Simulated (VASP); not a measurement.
# Which magnetic order does MnNi3 take?

Wanted: the lowest of several collinear orders of MnNi3. The start is a cell from a database of measured crystal structures.

Calculated with VASP 6.6.1; PBEsol, DFT+U (Mn d 2 eV, Ni d 5 eV), spin-polarised, from parallel moments; plane waves and PAW (Ni, Mn), in the first sound run; inputs show where later runs differ.

### Step 1. Set-up

It takes space group Pm-3m (No. 221, cubic). The conventional cell has a = 3.593 Å, b = 3.593 Å, c = 3.593 Å, α = 90.00°, β = 90.00°, γ = 90.00°. Nearest to Ni lie 8 Ni at 2.54 Å and 4 Mn at 2.54 Å. Nearest to Mn lie 12 Ni at 2.54 Å. Farther neighbours are not listed.

### Step 2. Magnetic order, start order fm, signs ++++

Each run starts from other signs of the moments at the same geometry and cutoff; gentle mixing helps it keep them. Any wave vector in a name is a fraction of the reciprocal vectors of the first cell as typed.

Input file INCAR:

```
SYSTEM = MnNi3
PREC = Accurate
ENCUT = 350
EDIFF = 1E-06
NELM = 150
ISMEAR = 0
SIGMA = 0.05
LREAL = .FALSE.
ALGO = Normal
GGA = PS
NBANDS = 32
ISPIN = 2
MAGMOM = 1 1 1 4
LDAU = .TRUE.
LDAUTYPE = 2
LDAUL = 2 2
LDAUU = 5 2
LDAUJ = 0 0
LDAUPRINT = 1
LASPH = .TRUE.
LMAXMIX = 4
LORBIT = 11
LWAVE = .FALSE.
LCHARG = .TRUE.
KPAR = 2
AMIX = 0.2
BMIX = 1E-04
AMIX_MAG = 0.8
BMIX_MAG = 1E-04
```

Input file POSCAR:

```
MnNi3
1.0
    3.5930000000      0.0000000000      0.0000000000
    0.0000000000      3.5930000000      0.0000000000
    0.0000000000      0.0000000000      3.5930000000
Ni Mn
3 1
Direct
    0.5000000000      0.5000000000      0.0000000000
    0.5000000000      0.0000000000      0.5000000000
    0.0000000000      0.5000000000      0.5000000000
    0.0000000000      0.0000000000      0.0000000000
```

Input file KPOINTS:

```
Automatic mesh
0
Gamma
6 6 6
0 0 0
```

PAW data sets: Ni and Mn (PBE family, release 64).

Started as:

```sh
$ mpirun -np 2 vasp_std
```

The log of the run:

```text
[banner, memory and clock lines left out]
running    2 mpi-ranks, on    1 nodes
 distrk:  each k-point on    1 cores,    2 groups
 distr:  one band on    1 cores,    1 groups

 POSCAR found type information on POSCAR NiMn
 POSCAR found :  2 types and       4 ions
|                                                                             |
|               ----> ADVICE to this user running VASP <----                  |
|                                                                             |
|     You enforced a specific xc type in the INCAR file but a different       |
|     [... a line on the potential file left out ...]
|     I HOPE YOU KNOW WHAT YOU ARE DOING!                                     |
|                                                                             |

 LDA part: xc-table for (Slater+PW92), standard interpolation
 POSCAR, INCAR and KPOINTS ok, starting setup
 FFT: planning ... GRIDC
 FFT: planning ... GRID_SOFT
 FFT: planning ... GRID
 WAVECAR not read
 entering main loop
       N       E                     dE             d eps       ncg     rms          rms(c)
DAV:   1     0.205427443627E+03    0.20543E+03   -0.12555E+04  2736   0.122E+03
DAV:   2    -0.580264470822E+01   -0.21123E+03   -0.19707E+03  2584   0.261E+02
DAV:   3    -0.203727296765E+02   -0.14570E+02   -0.14043E+02  2968   0.917E+01
DAV:   4    -0.205816466139E+02   -0.20892E+00   -0.20879E+00  2912   0.112E+01
DAV:   5    -0.205921117075E+02   -0.10465E-01   -0.10465E-01  3808   0.231E+00    0.194E+01
DAV:   6    -0.186114092828E+02    0.19807E+01   -0.12672E+01  3360   0.486E+01    0.178E+01
DAV:   7    -0.177243495087E+02    0.88706E+00   -0.39782E+00  3528   0.516E+01    0.855E+00
DAV:   8    -0.178761061348E+02   -0.15176E+00   -0.10020E+00  3832   0.121E+01    0.625E+00
DAV:   9    -0.179623962407E+02   -0.86290E-01   -0.20223E-01  4480   0.743E+00    0.439E+00
DAV:  10    -0.179933486044E+02   -0.30952E-01   -0.52503E-02  3552   0.357E+00    0.241E+00
DAV:  11    -0.180164297582E+02   -0.23081E-01   -0.40006E-02  3736   0.298E+00    0.508E-01
DAV:  12    -0.180222697606E+02   -0.58400E-02   -0.10817E-02  3352   0.151E+00    0.249E-01
DAV:  13    -0.180246656549E+02   -0.23959E-02   -0.12808E-03  3952   0.494E-01    0.163E-01
DAV:  14    -0.180263807345E+02   -0.17151E-02   -0.12058E-03  3488   0.430E-01    0.882E-02
DAV:  15    -0.180266444125E+02   -0.26368E-03   -0.43490E-04  3776   0.356E-01    0.268E-02
DAV:  16    -0.180266988801E+02   -0.54468E-04   -0.12296E-04  3496   0.113E-01    0.151E-02
DAV:  17    -0.180267073743E+02   -0.84942E-05   -0.28523E-05  3688   0.574E-02    0.931E-03
DAV:  18    -0.180267092098E+02   -0.18355E-05   -0.59581E-06  2592   0.284E-02    0.460E-03
DAV:  19    -0.180267097156E+02   -0.50573E-06   -0.39424E-07  1480   0.830E-03
   1 F= -.18026710E+02 E0= -.18025521E+02  d E =-.237825E-02  mag=     5.8242
```

It took 30 s on 2 MPI ranks of AMD EPYC 7R43, shared host; peak memory 0.25 GiB; 57 s of CPU time.

The logs omit lines about the potential files and the build; timing stands in the text.

From OUTCAR (step 2):

```text
ion  position               nearest neighbor table
   1  0.500  0.500  0.000-   2 2.54   3 2.54   4 2.54   2 2.54   3 2.54   2 2.54   4 2.54   2 2.54
                             3 2.54   4 2.54   3 2.54   4 2.54
   2  0.500  0.000  0.500-   1 2.54   3 2.54   4 2.54   1 2.54   4 2.54   1 2.54   3 2.54   1 2.54
                             3 2.54   4 2.54   4 2.54   3 2.54
   3  0.000  0.500  0.500-   1 2.54   2 2.54   4 2.54   1 2.54   4 2.54   2 2.54   4 2.54   4 2.54
                             1 2.54   2 2.54   1 2.54   2 2.54
   4  0.000  0.000  0.000-   1 2.54   2 2.54   3 2.54   2 2.54   3 2.54   1 2.54   3 2.54   3 2.54
                             1 2.54   2 2.54   2 2.54   1 2.54

  LATTYP: Found a simple cubic cell.
 ALAT       =     3.5930000000

 Subroutine GETGRP returns: Found 48 space group operations
 (whereof 48 operations were pure point group operations)

The static configuration has the point symmetry O_h .

 Found     20 irreducible k-points:

   k-points           NKPTS =     20   k-points in BZ     NKDIM =     20   number of bands    NBANDS=     32

   dimension x,y,z NGX =    24 NGY =   24 NGZ =   24
   dimension x,y,z NGXF=    48 NGYF=   48 NGZF=   48

   ENCUT  =  350.0 eV  25.72 Ry    5.07 a.u.   5.48  5.48  5.48*2*pi/ulx,y,z

   NELECT =      37.0000    total number of electrons

 k-points in reciprocal lattice and weights: Automatic mesh
   0.00000000  0.00000000  0.00000000       0.005
   0.16666667  0.00000000  0.00000000       0.028
   0.33333333  0.00000000  0.00000000       0.028
   0.50000000  0.00000000  0.00000000       0.014
   0.16666667  0.16666667  0.00000000       0.056
   0.33333333  0.16666667  0.00000000       0.111
   0.50000000  0.16666667  0.00000000       0.056
   0.33333333  0.33333333  0.00000000       0.056
   0.50000000  0.33333333  0.00000000       0.056
[...]
0.50000000  0.50000000  0.33333333       0.028
   0.50000000  0.50000000  0.50000000       0.005

atom =   1  type =  1  l = 2

 onsite density matrix

spin component  1

  0.9200  0.0000  0.0000 -0.0000  0.0000
  0.0000  0.9329  0.0000  0.0000 -0.0000
  0.0000  0.0000  0.9367  0.0000 -0.0000
 -0.0000  0.0000  0.0000  0.9329 -0.0000
  0.0000 -0.0000 -0.0000 -0.0000  0.9381

spin component  2

  0.8966 -0.0000 -0.0000  0.0000 -0.0000
 -0.0000  0.6082 -0.0000 -0.0000 -0.0000
 -0.0000 -0.0000  0.9226 -0.0000  0.0000
  0.0000 -0.0000 -0.0000  0.6082 -0.0000
 -0.0000 -0.0000  0.0000 -0.0000  0.8457

 occupancies and eigenvectors

  o =  0.6082  v =  0.0000  0.0000  0.0000  0.0000  0.0000  0.0000  0.9952 -0.0000 -0.0980 -0.0000      0.0000  0.0000  0.0000  0.0000  0.0000  0.0000  0.0000  0.0000  0.0000  0.0000
  o =  0.6082  v =  0.0000  0.0000  0.0000  0.0000  0.0000  0.0000 -0.0980  0.0000 -0.9952  0.0000      0.0000  0.0000  0.0000  0.0000  0.0000  0.0000  0.0000  0.0000  0.0000  0.0000
  o =  0.8457  v =  0.0000  0.0000  0.0000  0.0000  0.0000  0.0000 -0.0000  0.0000 -0.0000 -1.0000      0.0000  0.0000  0.0000  0.0000  0.0000  0.0000  0.0000  0.0000  0.0000  0.0000
  o =  0.8966  v =  0.0000  0.0000  0.0000  0.0000  0.0000  1.0000  0.0000  0.0000  0.0000  0.0000      0.0000  0.0000  0.0000  0.0000  0.0000  0.0000  0.0000  0.0000  0.0000  0.0000
  o =  0.9200  v =  1.0000  0.0000  0.0000  0.0000  0.0000  0.0000  0.0000  0.0000  0.0000  0.0000      0.0000  0.0000  0.0000  0.0000  0.0000  0.0000  0.0000  0.0000  0.0000  0.0000
  o =  0.9226  v =  0.0000  0.0000  0.0000  0.0000  0.0000  0.0000  0.0000  1.0000 -0.0000  0.0000      0.0000  0.0000  0.0000  0.0000  0.0000  0.0000  0.0000  0.0000  0.0000  0.0000
  o =  0.9329  v =  0.0000 -0.1169  0.0000  0.9931 -0.0000  0.0000  0.0000  0.0000  0.0000  0.0000      0.0000  0.0000  0.0000  0.0000  0.0000  0.0000  0.0000  0.0000  0.0000  0.0000
  o =  0.9329  v =  0.0000  0.9931  0.0000  0.1169 -0.0000  0.0000  0.0000  0.0000  0.0000  0.0000      0.0000  0.0000  0.0000  0.0000  0.0000  0.0000  0.0000  0.0000  0.0000  0.0000
  o =  0.9367  v =  0.0000 -0.0000  1.0000 -0.0000 -0.0000  0.0000  0.0000  0.0000  0.0000  0.0000      0.0000  0.0000  0.0000  0.0000  0.0000  0.0000  0.0000  0.0000  0.0000  0.0000
  o =  0.9381  v =  0.0000  0.0000 -0.0000 -0.0000 -1.0000  0.0000  0.0000  0.0000  0.0000  0.0000      0.0000  0.0000  0.0000  0.0000  0.0000  0.0000  0.0000  0.0000  0.0000  0.0000

atom =   2  type =  1  l = 2

 onsite density matrix

spin component  1

  0.9329 -0.0000 -0.0000  0.0000 -0.0000
 -0.0000  0.9329  0.0000 -0.0000 -0.0000
 -0.0000  0.0000  0.9378 -0.0000 -0.0006
  0.0000 -0.0000 -0.0000  0.9200  0.0000
 -0.0000 -0.0000 -0.0006  0.0000  0.9371

spin component  2

  0.6082  0.0000 -0.0000 -0.0000 -0.0000
  0.0000  0.6082 -0.0000 -0.0000  0.0000
 -0.0000 -0.0000  0.8649 -0.0000  0.0333
 -0.0000 -0.0000 -0.0000  0.8966 -0.0000
 -0.0000  0.0000  0.0333 -0.0000  0.9034

 occupancies and eigenvectors

  o =  0.6082  v =  0.0000  0.0000  0.0000  0.0000  0.0000  1.0000  0.0000  0.0000  0.0000  0.0000      0.0000  0.0000  0.0000  0.0000  0.0000  0.0000  0.0000  0.0000  0.0000  0.0000
  o =  0.6082  v =  0.0000  0.0000  0.0000  0.0000  0.0000  0.0000 -1.0000 -0.0000  0.0000  0.0000      0.0000  0.0000  0.0000  0.0000  0.0000  0.0000  0.0000  0.0000  0.0000  0.0000
  o =  0.8457  v =  0.0000  0.0000  0.0000  0.0000  0.0000  0.0000 -0.0000 -0.8660 -0.0000  0.5000      0.0000  0.0000  0.0000  0.0000  0.0000  0.0000  0.0000  0.0000  0.0000  0.0000
  o =  0.8966  v =  0.0000  0.0000  0.0000  0.0000  0.0000  0.0000  0.0000  0.0000  1.0000  0.0000      0.0000  0.0000  0.0000  0.0000  0.0000  0.0000  0.0000  0.0000  0.0000  0.0000
  o =  0.9200  v =  0.0000  0.0000 -0.0000  1.0000 -0.0000  0.0000  0.0000  0.0000  0.0000  0.0000      0.0000  0.0000  0.0000  0.0000  0.0000  0.0000  0.0000  0.0000  0.0000  0.0000
  o =  0.9226  v =  0.0000  0.0000  0.0000  0.0000  0.0000  0.0000  0.0000  0.5000 -0.0000  0.8660      0.0000  0.0000  0.0000  0.0000  0.0000  0.0000  0.0000  0.0000  0.0000  0.0000
  o =  0.9329  v =  1.0000  0.0000  0.0000  0.0000  0.0000  0.0000  0.0000  0.0000  0.0000  0.0000      0.0000  0.0000  0.0000  0.0000  0.0000  0.0000  0.0000  0.0000  0.0000  0.0000
  o =  0.9329  v =  0.0000 -1.0000 -0.0000  0.0000  0.0000  0.0000  0.0000  0.0000  0.0000  0.0000      0.0000  0.0000  0.0000  0.0000  0.0000  0.0000  0.0000  0.0000  0.0000  0.0000
  o =  0.9367  v =  0.0000 -0.0000 -0.5000 -0.0000 -0.8660  0.0000  0.0000  0.0000  0.0000  0.0000      0.0000  0.0000  0.0000  0.0000  0.0000  0.0000  0.0000  0.0000  0.0000  0.0000
  o =  0.9381  v =  0.0000  0.0000 -0.8660 -0.0000  0.5000  0.0000  0.0000  0.0000  0.0000  0.0000      0.0000  0.0000  0.0000  0.0000  0.0000  0.0000  0.0000  0.0000  0.0000  0.0000

[...]
o =  0.9329  v =  0.0000  0.0000  0.0000 -1.0000 -0.0000  0.0000  0.0000  0.0000  0.0000  0.0000      0.0000  0.0000  0.0000  0.0000  0.0000  0.0000  0.0000  0.0000  0.0000  0.0000
  o =  0.9367  v =  0.0000  0.0000 -0.5000 -0.0000  0.8660  0.0000  0.0000  0.0000  0.0000  0.0000      0.0000  0.0000  0.0000  0.0000  0.0000  0.0000  0.0000  0.0000  0.0000  0.0000
  o =  0.9381  v =  0.0000 -0.0000  0.8660  0.0000  0.5000  0.0000  0.0000  0.0000  0.0000  0.0000      0.0000  0.0000  0.0000  0.0000  0.0000  0.0000  0.0000  0.0000  0.0000  0.0000

atom =   4  type =  2  l = 2

 onsite density matrix

spin component  1

  0.8709 -0.0000 -0.0000  0.0000 -0.0000
 -0.0000  0.8709 -0.0000  0.0000 -0.0000
 -0.0000 -0.0000  0.8861 -0.0000  0.0000
  0.0000  0.0000 -0.0000  0.8709 -0.0000
 -0.0000 -0.0000  0.0000 -0.0000  0.8861

spin component  2

  0.1298  0.0000 -0.0000 -0.0000  0.0000
  0.0000  0.1298 -0.0000 -0.0000 -0.0000
 -0.0000 -0.0000  0.0922 -0.0000  0.0000
 -0.0000 -0.0000 -0.0000  0.1298  0.0000
  0.0000 -0.0000  0.0000  0.0000  0.0922

 occupancies and eigenvectors

  o =  0.0922  v =  0.0000  0.0000  0.0000  0.0000  0.0000  0.0000  0.0000  0.0824  0.0000 -0.9966      0.0000  0.0000  0.0000  0.0000  0.0000  0.0000  0.0000  0.0000  0.0000  0.0000
  o =  0.0922  v =  0.0000  0.0000  0.0000  0.0000  0.0000  0.0000 -0.0000 -0.9966  0.0000 -0.0824      0.0000  0.0000  0.0000  0.0000  0.0000  0.0000  0.0000  0.0000  0.0000  0.0000
  o =  0.1298  v =  0.0000  0.0000  0.0000  0.0000  0.0000  1.0000  0.0000  0.0000  0.0000  0.0000      0.0000  0.0000  0.0000  0.0000  0.0000  0.0000  0.0000  0.0000  0.0000  0.0000
  o =  0.1298  v =  0.0000  0.0000  0.0000  0.0000  0.0000  0.0000 -0.4386  0.0000  0.8987  0.0000      0.0000  0.0000  0.0000  0.0000  0.0000  0.0000  0.0000  0.0000  0.0000  0.0000
  o =  0.1298  v =  0.0000  0.0000  0.0000  0.0000  0.0000  0.0000  0.8987 -0.0000  0.4386  0.0000      0.0000  0.0000  0.0000  0.0000  0.0000  0.0000  0.0000  0.0000  0.0000  0.0000
  o =  0.8709  v =  0.0000 -0.9965 -0.0000 -0.0840 -0.0000  0.0000  0.0000  0.0000  0.0000  0.0000      0.0000  0.0000  0.0000  0.0000  0.0000  0.0000  0.0000  0.0000  0.0000  0.0000
  o =  0.8709  v =  1.0000  0.0000  0.0000  0.0000  0.0000  0.0000  0.0000  0.0000  0.0000  0.0000      0.0000  0.0000  0.0000  0.0000  0.0000  0.0000  0.0000  0.0000  0.0000  0.0000
  o =  0.8709  v =  0.0000  0.0840  0.0000 -0.9965  0.0000  0.0000  0.0000  0.0000  0.0000  0.0000      0.0000  0.0000  0.0000  0.0000  0.0000  0.0000  0.0000  0.0000  0.0000  0.0000
  o =  0.8861  v =  0.0000 -0.0000  0.9994  0.0000 -0.0342  0.0000  0.0000  0.0000  0.0000  0.0000      0.0000  0.0000  0.0000  0.0000  0.0000  0.0000  0.0000  0.0000  0.0000  0.0000
  o =  0.8861  v =  0.0000  0.0000 -0.0342 -0.0000 -0.9994  0.0000  0.0000  0.0000  0.0000  0.0000      0.0000  0.0000  0.0000  0.0000  0.0000  0.0000  0.0000  0.0000  0.0000  0.0000

 average (electrostatic) potential at core
       1 -82.2412       2 -82.2412       3 -82.2412       4 -41.6521

 E-fermi :   7.3826

 spin component 1
 k-point     1 :       0.0000    0.0000    0.0000
  band No.  band energies     occupation
    ...
     17       6.1661      1.00000
     18       6.1661      1.00000
     19       6.6029      1.00000
     20       6.6029      1.00000
     21       6.6029      1.00000
     22      10.3142      0.00000
     23      10.3142      0.00000
     24      10.3142      0.00000
     25      16.1954      0.00000
     26      16.1954      0.00000
    ...

 k-point     2 :       0.1667    0.0000    0.0000
  band No.  band energies     occupation
    ...
     17       6.0197      1.00000
     18       6.0852      1.00000
     19       6.2277      1.00000
     20       6.2277      1.00000
     21       6.6028      1.00000
     22       8.6878      0.00000
     23      11.1248      0.00000
     24      11.1248      0.00000
     25      16.3025      0.00000
     26      16.3582      0.00000
    ...

 k-point     3 :       0.3333    0.0000    0.0000
  band No.  band energies     occupation
    ...
     18       5.6499      1.00000
     19       5.7887      1.00000
     20       5.9359      1.00000
     21       6.3059      1.00000
     22       6.6023      1.00000
     23      12.8954      0.00000
     24      12.8954      0.00000
     25      16.5663      0.00000
     26      16.6539      0.00000
     27      17.5573      0.00000
    ...

 k-point     4 :       0.5000    0.0000    0.0000
  band No.  band energies     occupation
    ...
     18       5.4356      1.00000
     19       5.6101      1.00000
     20       5.7889      1.00000
     21       5.8277      1.00000
     22       6.6019      1.00000
     23      14.9458      0.00000
     24      14.9458      0.00000
     25      15.2382      0.00000
     26      15.2382      0.00000
     27      16.7367      0.00000
    ...

 k-point     5 :       0.1667    0.1667    0.0000
  band No.  band energies     occupation
    ...
     17       5.7737      1.00000
     18       5.9562      1.00000
     19       6.0379      1.00000
     20       6.1635      1.00000
     21       6.4224      1.00000
     22       9.3473      0.00000
     23       9.5527      0.00000
     24      11.8082      0.00000
     25      16.3072      0.00000
     26      17.7278      0.00000
    ...

 k-point     6 :       0.3333    0.1667    0.0000
  band No.  band energies     occupation
    ...
     18       5.6468      1.00000
     19       5.7690      1.00000
     20       5.8412      1.00000
     21       6.3709      1.00000
     22       7.1780      1.00000
     23      10.9477      0.00000
     24      13.4297      0.00000
     25      14.7777      0.00000
     26      17.1045      0.00000
     27      17.9531      0.00000
    ...

  Total       -3.8988125     -3.8988125     -3.8988125     -0.0000000     -0.0000000      0.0000000
  in kB     -134.6701292   -134.6701292   -134.6701292     -0.0000000     -0.0000000      0.0000000
  external PRESSURE =    -134.6701292 kB  Pullay stress =       0.0000000 kB

  energy-cutoff  :      350.00
  volume of cell :       46.38
      direct lattice vectors                 reciprocal lattice vectors
     3.593000000  0.000000000  0.000000000     0.278318954  0.000000000  0.000000000
     0.000000000  3.593000000  0.000000000     0.000000000  0.278318954  0.000000000
     0.000000000  0.000000000  3.593000000     0.000000000  0.000000000  0.278318954

 POSITION                                       TOTAL-FORCE (eV/Angst)
 -----------------------------------------------------------------------------------
      1.79650      1.79650      0.00000         0.000000      0.000000      0.000000
      1.79650      0.00000      1.79650         0.000000      0.000000      0.000000
      0.00000      1.79650      1.79650         0.000000      0.000000      0.000000
      0.00000      0.00000      0.00000         0.000000      0.000000      0.000000
 -----------------------------------------------------------------------------------
    total drift:                                0.000000     -0.000000     -0.000000

  FREE ENERGIE OF THE ION-ELECTRON SYSTEM (eV)
  ---------------------------------------------------
  free  energy   TOTEN  =       -18.0267097156 eV

  energy  without entropy=      -18.0243314637  energy(sigma->0) =      -18.02552059

 total charge
# of ion       s       p       d       tot
------------------------------------------
    1        0.486   0.434   8.512   9.432
    2        0.486   0.434   8.512   9.432
    3        0.486   0.434   8.512   9.432
    4        0.357   0.328   4.937   5.622
--------------------------------------------------
tot          1.814   1.631  30.473  33.918

 magnetization (x)
# of ion       s       p       d       tot
------------------------------------------
    1       -0.035  -0.058   0.781   0.689
    2       -0.035  -0.058   0.781   0.689
    3       -0.035  -0.058   0.781   0.689
    4        0.019  -0.001   3.804   3.822
--------------------------------------------------
tot         -0.086  -0.174   6.148   5.887

[... 6 further parts left out ...]
```

The magnetic state follows from one typed start and may not be the lowest. The k-mesh is coarse for a metal. A U on the itinerant d states of such a compound is hard to justify; it moves the bands at the Fermi level and favours large moments. The PAW data sets were made with PBE, which is usual practice but a small mismatch for other functionals. The data set Mn keeps the semicore shell frozen, which is cheaper and a little less accurate.

Numbers from this step:

| Property | Result |
| --- | --- |
| electronic cycles | 19 |
| electrons | 37 |
| free energy (TOTEN) | -18.03 eV |
| energy at zero smearing | -18.03 eV |
| Fermi energy | 7.383 eV |
| moment of the cell, from the last line of the log | 5.824 μB |
| labelled metallic, from the levels on this mesh | yes |

Spin moment in the PAW sphere by atom:

```csv
atom,spin moment in the PAW sphere (μB)
Ni1,0.69
Ni2,0.69
Ni3,0.69
Mn4,3.82
```

Spin density in the ac plane at fractional y = 0.000, with atoms of Ni and Mn within 0.2 Å of it.

Values in e/Å³, 14 rows by 14 columns, each cell a mean:
```
4.0 3.0 1.4 0.4 0.1 0.0 0.0 0.0 0.0 0.0 0.1 0.6 1.7 3.3
2.1 1.5 0.7 0.2 0.1 0.0 0.0 0.0 0.0 0.0 0.1 0.3 0.9 1.7
0.7 0.5 0.2 0.1 0.0 0.0 0.0 0.0 0.0 0.0 0.0 0.1 0.3 0.6
0.2 0.1 0.1 0.0 0.0 0.0 0.0 0.0 0.0 0.0 0.0 0.0 0.1 0.1
0.0 0.0 0.0 0.0 0.0 0.0 0.2 0.3 0.1 0.0 0.0 0.0 0.0 0.0
0.0 0.0 0.0 0.0 0.0 0.2 0.7 0.9 0.6 0.1 0.0 0.0 0.0 0.0
0.0 0.0 0.0 0.0 0.1 0.4 1.1 1.4 0.9 0.3 0.0 0.0 0.0 0.0
0.0 0.0 0.0 0.0 0.0 0.3 0.8 1.1 0.7 0.2 0.0 0.0 0.0 0.0
0.0 0.0 0.0 0.0 0.0 0.0 0.3 0.4 0.2 0.0 0.0 0.0 0.0 0.0
0.1 0.1 0.0 0.0 0.0 0.0 0.0 0.1 0.0 0.0 0.0 0.0 0.1 0.1
0.5 0.3 0.2 0.1 0.0 0.0 0.0 0.0 0.0 0.0 0.0 0.1 0.2 0.4
1.8 1.3 0.6 0.2 0.0 0.0 0.0 0.0 0.0 0.0 0.1 0.2 0.7 1.4
3.7 2.7 1.3 0.3 0.1 0.0 0.0 0.0 0.0 0.0 0.1 0.5 1.5 3.0
5.0 3.7 1.8 0.5 0.1 0.0 0.0 0.0 0.0 0.0 0.2 0.7 2.1 4.0
```
Columns run along a (3.6 Å), rows up along c (3.6 Å). Atoms in or near the plane, at fractional coordinates: Ni at (0.50, 0.50), Mn at (0.00, 0.00).

(Continued in part 2 of 4.)

[Lines on the potential files, build, host, timing and source positions are cut from VASP's logs without a mark.]

[Logs are printed without paths, hosts, clocks, repeated set-up lines and the standing remarks that a program may print on its own settings, such as how far it seeks lower states.]

[Hosts, paths, dates, database ids (printed as entryN), source tags and the programs' standing remarks are cut or masked in the printed files.]

[In band tables of VASP the shares of atoms and orbitals are scaled to a sum of 1 inside the atoms' spheres.]

[Runs that stopped without an error message from VASP are left out.]
